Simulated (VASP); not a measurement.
Computed with PBE GGA, VASP's PBE PAW potentials (set 64) (plane waves; VASP 6.6.1).

Input for VASP

POSCAR:
```
GdN
1.0
  0.0000000000   2.4900000000   2.4900000000
  2.4900000000   0.0000000000   2.4900000000
  2.4900000000   2.4900000000   0.0000000000
Gd N
1 1
Direct
  0.0000000000   0.0000000000   0.0000000000
  0.5000000000   0.5000000000   0.5000000000
```

### KPOINTS
```
Regular mesh
0
G
 11 11 11
0 0 0
```

INCAR:
```
ALGO  =  Normal
EDIFF  =  1E-8
EDIFFG  =  -0.001
ENCUT  =  520
GGA  =  PE
IBRION  =  1
ISIF  =  2
ISMEAR  =  1
LASPH  =  T
LCHARG  =  F
LMAXMIX  =  6
LREAL  =  F
LWAVE  =  F
NELM  =  100
NSW  =  30
PREC  =  Accurate
SIGMA  =  0.1
SYSTEM  =  GdN
```

POTCAR, in this order: Gd_3 N (PBE.64 set). Program: vasp_std.

The 4f electrons are frozen in the core of the lanthanide potential, so 4f levels, which can set the real gap, and their magnetism are missing.

Task: What does the run give for the energy per atom (σ→0), band gap (on the k-mesh)?

Result: 
The energy per atom (σ→0) comes out as -8082 meV/atom and the band gap (on the k-mesh) is none (metal, semimetal or under 0.01 eV).

File OSZICAR:
```
...
DAV:  10    -0.161649620368E+02   -0.24975E-03   -0.55701E-04  1693   0.221E-01    0.368E-01
DAV:  11    -0.161649502383E+02    0.11798E-04   -0.96762E-05  1522   0.767E-02    0.187E-02
DAV:  12    -0.161649507964E+02   -0.55802E-06   -0.51215E-06  1560   0.221E-02    0.958E-03
DAV:  13    -0.161649507402E+02    0.56191E-07   -0.11890E-06  1633   0.739E-03    0.404E-03
DAV:  14    -0.161649508144E+02   -0.74225E-07   -0.45296E-08  1579   0.209E-03    0.231E-03
DAV:  15    -0.161649508324E+02   -0.18049E-07   -0.93483E-09   967   0.755E-04    0.479E-04
DAV:  16    -0.161649508339E+02   -0.14535E-08   -0.14390E-09   922   0.363E-04
   1 F= -.16164951E+02 E0= -.16164934E+02  d E =-.161650E+02
```

The compound is GdN in the rock salt structure. The cell was not relaxed at this level. The start is the result of an earlier pass.
